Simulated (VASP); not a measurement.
The system is AlCd.

```
CELL_PARAMETERS angstrom
1.89469 1.09390 3.14438
-1.89469 1.09390 3.14438
0.00000 -2.18780 3.14438
ATOMIC_POSITIONS crystal
Al 0.50000 0.50000 0.50000
Cd 0.00000 0.00000 0.00000
```

The cell was built by a generator and needn't be a form met in nature.

| Quantity | Value |
| --- | --- |
| Program | VASP 6.6.1 |
| Task | relaxation of cell and atoms |
| Functional | PBEsol |
| Potentials or basis | VASP PAW PBE potentials, release 64 (Al, Cd) |
| Cutoff | 600 eV |
| k mesh | 9 × 9 × 9 |
| Occupations | methfessel-paxton, width 0.2 eV |
| Spin | no spin polarisation |

At the start: pressure 7.7 GPa; volume 19.55 Å³/atom.

**Question.** Where does the relaxation end?

**Answer.** Over 3 steps the energy falls by 51.6 meV/atom and the volume is 21.93 Å³/atom (+12.2 %); space group R-3m (No. 166, to 0.05 Å).

Step by step:
| step | energy change (eV) | largest force (eV/Å) | pressure (GPa) | volume (Å³) |
| --- | --- | --- | --- | --- |
| 1 | 0.0000 | 0.0000 | 7.73 | 39.10 |
| 2 | -0.1013 | 0.0000 | -0.87 | 44.69 |
| 3 | -0.1033 | 0.0000 | 0.06 | 43.87 |

Final structure:
```
CELL_PARAMETERS angstrom
1.96929 1.13697 3.26550
-1.96929 1.13697 3.26550
0.00000 -2.27394 3.26550
ATOMIC_POSITIONS crystal
Al 0.50000 0.50000 0.50000
Cd 0.00000 0.00000 0.00000
```

Caveat: the PAW data sets were made with another functional, which shifts forces and pressure a little.
